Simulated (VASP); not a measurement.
The cell holds one TlCl (CsCl type) (110) slab, with vacuum along c, ions free to move until forces fall under 0.03 eV/Å, no reconstruction beyond this cell, dipole correction on. Ionisation potential and electron affinity count from the cell's own band edges, surface states included.

Consider the following.

```
CELL_PARAMETERS angstrom
      5.32683     0.00000     0.00000
      0.00000     3.76664     0.00000
      0.00000     0.00000    25.36710
ATOMIC_POSITIONS crystal
  Tl 0.25000 0.00000 0.34442
  Tl 0.75000 0.00000 0.44549
  Tl 0.25000 0.00000 0.55451
  Tl 0.75000 0.00000 0.65558
  Cl 0.75000 0.50000 0.34631
  Cl 0.25000 0.50000 0.44272
  Cl 0.75000 0.50000 0.55728
  Cl 0.25000 0.50000 0.65369
```

Calculation: PBEsol GGA, VASP's PBE PAW potentials (set 64) (plane waves; VASP 6.6.1). Numerical set-up: 400 eV cut-off, 4×5×1 Γ-centred mesh, Gaussian smearing of 0.050 eV, potentials Tl_d Cl.

Slab and bulk use different k-meshes, so the surface energy is good to a few per cent at best.

Question: Predict its surface energy, ionisation potential, electron affinity.

Answer: 
The surface energy is 0.16 J/m^2, the ionisation potential is 5.68 eV and the electron affinity is 3.19 eV.

The cell is a thin slab with vacuum, built from TlCl (CsCl type): (110) face.
